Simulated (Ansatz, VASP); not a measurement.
## NiMoIrPdW: VASP beside Ansatz

File INCAR:

```
PREC = Accurate ; ENCUT = 520
EDIFF = 1E-7 ; ISMEAR = -1
SIGMA = 0.05 ; LREAL = False
LASPH = True ; NELM = 120
ALGO = Normal ; ISIF = 2
LWAVE = False ; LCHARG = False
ISPIN = 2 ; MAGMOM = 1 1 0 0.6 0
LORBIT = 11 ; LMAXMIX = 4
GGA = PE ; NBANDS = 40
KPAR = 4
```

File KPOINTS:

```
regular mesh
0
Gamma
  8 8 5
```

Contents of POSCAR:

```
NiMoIrPdW
1.0
    4.1170500000      0.0000000000      0.0000000000
   -2.0585300000      3.5654700000      0.0000000000
    0.0000000000      0.0000000000      5.4458000000
Ni Mo Pd Ir W
1 1 1 1 1
Direct
   -0.0077070000     -0.0048070000      0.9568810000
    0.6794900000      0.3354990000      0.9572750000
    0.6701030000      0.3371410000      0.4669890000
    0.3376950000      0.6756040000      0.7221920000
    0.3319640000      0.6613570000      0.2361120000
```

File input.yaml:

```yaml
crystal:
  lattice:
    - [4.11705, 0.0, 0.0]
    - [-2.05853, 3.56547, 0.0]
    - [0.0, 0.0, 5.4458]
  atoms:
    - { symbol: Ni, position: [-0.007707, -0.004807, 0.956881], spin: 1.0 }
    - { symbol: Mo, position: [0.67949, 0.335499, 0.957275], spin: 1.0 }
    - { symbol: Pd, position: [0.670103, 0.337141, 0.466989] }
    - { symbol: Ir, position: [0.337695, 0.675604, 0.722192], spin: 0.6 }
    - { symbol: W, position: [0.331964, 0.661357, 0.236112] }
hamiltonian:
  xc: pbe
  pseudopotentials: { kind: paw }
magnetization:
  spin_polarized: true
kpoints:
  mp_grid: { grid: [8, 8, 5] }
scf:
  occupations: { method: fermi_dirac, width: 0.05 }
output:
  forces: true
  stress: true
  eigenvalues: true
```

Change from the starting cell: atoms moved at random, drawn with an rms of 0.05 Å.

Alike in both runs: task single point; functional PBE; k mesh 8 × 8 × 5; occupations fermi-dirac, width 0.05 eV; collinear spin, ferromagnetic start.

|  | VASP | Ansatz |
| --- | --- | --- |
| version | VASP 6.6.1 | Ansatz 0.2.0 |
| potentials or method | VASP PAW PBE potentials, release 64 (Ni, Mo_sv, Pd, Ir, W_sv) | Ansatz PAW |
| plane-wave cutoff (eV) | 520 | 420 |
| valence electrons in the cell | 57 | 81 |

```tsv
	VASP	Ansatz	Ansatz less VASP
gap on the k mesh at the Fermi level (eV)	none	none	-
pressure (GPa)	0.3	0.1	-0.18
largest component of the traceless stress (GPa)	1.01	0.98	-0.021
rms of the force components (eV/Å)	0.378	0.375	-0.0029
net moment per atom (μB)	0.00	0.00	0.000
```

Atom by atom the forces differ by 0.007 eV/Å (rms over components). A gap of «none» marks a metal or a gap that the smearing closes. The two sets of potentials don't hold the same shells in valence.

Caveats: the starting moments weren't kept (Ansatz). The runs have no spin-orbit coupling, so splittings on Ir, W are missing.
